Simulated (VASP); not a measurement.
Calculation: r2SCAN meta-GGA, VASP's PBE PAW potentials (set 64) (plane waves; VASP).

Gaps are without spin-orbit coupling.

Problem. Order these relaxed crystals by band gap, smallest first: MgZn3S4, P-43m (215); CuI, Pc (7); InAs, P6_3mc (186); BN, R3m (160).

Solution. InAs, P6_3mc (186) (0.13 eV), CuI, Pc (7) (1.69 eV), MgZn3S4, P-43m (215) (2.97 eV), BN, R3m (160) (4.78 eV)
